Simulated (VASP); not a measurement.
Crystal: In3Ga5P8.

```
CELL_PARAMETERS angstrom
0.00000 5.60444 -5.60444
5.60444 5.60444 0.00000
5.60444 0.00000 -5.60444
ATOMIC_POSITIONS crystal
Ga 0.50000 0.00000 0.50000
Ga 0.50000 0.50000 0.50000
Ga 0.00000 0.00000 0.50000
Ga 0.00000 0.50000 0.50000
Ga 0.50000 0.00000 0.00000
In 0.50000 0.50000 0.00000
In 0.00000 0.00000 0.00000
In 0.00000 0.50000 0.00000
P 0.37500 0.37500 0.37500
P 0.37500 0.87500 0.37500
P 0.87500 0.37500 0.37500
P 0.87500 0.87500 0.37500
P 0.37500 0.37500 0.87500
P 0.37500 0.87500 0.87500
P 0.87500 0.37500 0.87500
P 0.87500 0.87500 0.87500
```

The cell was built by a generator and needn't be a form met in nature.

| Property | Result |
| --- | --- |
| Program | VASP 6.6.1 |
| Task | relaxation of cell and atoms |
| Functional | PBEsol |
| Potentials or basis | VASP PAW PBE potentials, release 64 (Ga_d, In_d, P) |
| Cutoff | 600 eV |
| k mesh | 6 × 6 × 4 |
| Occupations | gaussian, width 0.03 eV |
| Spin | no spin polarisation |

At the start: pressure 1.0 GPa; volume 22.00 Å³/atom.

Problem. Where does the relaxation end?

Solution. Over 8 steps the energy falls by 37.2 meV/atom and the volume is 22.04 Å³/atom (+0.2 %); space group R3m (No. 160, to 0.05 Å).

The path:
```tsv
step	energy change (eV)	largest force (eV/Å)	pressure (GPa)	volume (Å³)
1	0.0000	1.6902	0.98	352.07
2	-0.5156	0.5404	-1.11	358.97
3	-0.5387	0.2772	-1.56	360.83
4	-0.5841	0.1877	0.61	349.90
5	-0.5902	0.1579	0.07	352.61
6	-0.5945	0.0522	0.02	352.61
7	-0.5949	0.0405	0.01	352.61
8	-0.5952	0.0077	-0.02	352.68
```

Final structure:
```xyz
16
Lattice="0.0000 5.6043 -5.6043 5.6043 5.6043 0.0000 5.6111 -0.0068 -5.6111" Properties=species:S:1:pos:R:3 pbc="T T T"
Ga    2.8077    2.8002   -5.6099
Ga    5.6062    5.5987   -5.6099
Ga    2.8077    5.5987   -8.4083
Ga    5.6056    2.8008   -2.8035
Ga    5.6096    2.7968   -8.4118
In    2.8107    5.5957   -2.8016
In    5.6037    5.5957   -0.0085
In    2.8107    2.8027   -0.0085
P     4.2624    4.1440   -4.2613
P     7.0075    7.0033   -4.2053
P     4.2624    6.9473   -7.0645
P     7.0634    9.7483   -7.0645
P     6.8910    4.1969   -7.0117
P     9.8138    7.1197   -7.0117
P     6.9471    7.0636   -9.7493
P     9.8138    9.8012   -9.6931
```

Caveat: the PAW data sets were made with another functional, which shifts forces and pressure a little.
